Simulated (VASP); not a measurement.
Wanted: the native input for a VASP 6.6.1 run.

```yaml
Task: single point
Functional: PBEsol
Potentials_or_basis: VASP PAW PBE potentials, release 64 (Zn, Pb_d, N)
Cutoff: 520 eV
k_mesh: 6 × 6 × 2
Occupations: gaussian, width 0.1 eV
Spin: no spin polarisation
Dipole_correction: no
Further_INCAR_settings: ALGO = Normal; EDIFF = 1e-07; NBANDS = 33
```

The structure of ZnPb2N2 lies in POSCAR:

```
ZnPb2N2
1.0
    3.6736464919      0.0000000000      0.0000000000
   -1.8368232460      3.1814711865      0.0000000000
    0.0000000000      0.0000000000      9.2671568129
Zn Pb N
1 2 2
Direct
    0.0000000000      0.0000000000      0.5000000000
    0.6666666700      0.3333333300      0.1869330000
    0.3333333300      0.6666666700      0.8130670000
    0.0000000000      0.0000000000      0.6983190000
    0.0000000000      0.0000000000      0.3016810000
```

The cell comes from a database or a generator and needn't be the stable form of this composition.

The input as run:

INCAR

```
SYSTEM = ZnPb2N2
PREC = Accurate
ENCUT = 520
EDIFF = 1E-7
ISMEAR = 0
SIGMA = 0.1
LREAL = .False.
LASPH = .True.
NELM = 100
ALGO = Normal
ISIF = 2
LWAVE = .False.
LCHARG = .False.
GGA = PS
NBANDS = 33
```

KPOINTS

```
Automatic mesh
0
Gamma
  6 6 2
  0 0 0
```

Potentials or basis: VASP PAW PBE potentials, release 64 (Zn, Pb_d, N).

Command:

```bash
$ cat potpaw_PBE.64/Zn/POTCAR potpaw_PBE.64/Pb_d/POTCAR potpaw_PBE.64/N/POTCAR > POTCAR
$ mpirun -np 1 vasp_std > vasp.out
```

Results of the run:

| Quantity | Value |
| --- | --- |
| Pressure | -3.4 GPa |
| Largest force | 0.223 eV/Å |
| Band gap on the k mesh | 0.61 eV, indirect (least direct gap 1.32 eV) |

Caveat: the PAW data sets were made with another functional, which shifts forces and pressure a little; spin-orbit coupling is left out, which as a rule narrows the gap of such compounds by several tenths of an eV.

Wall time 91 s on 1 thread of AMD EPYC 7R43 64-Core Processor (Zen 3), with other jobs on the host, peak memory 0.21 GiB.
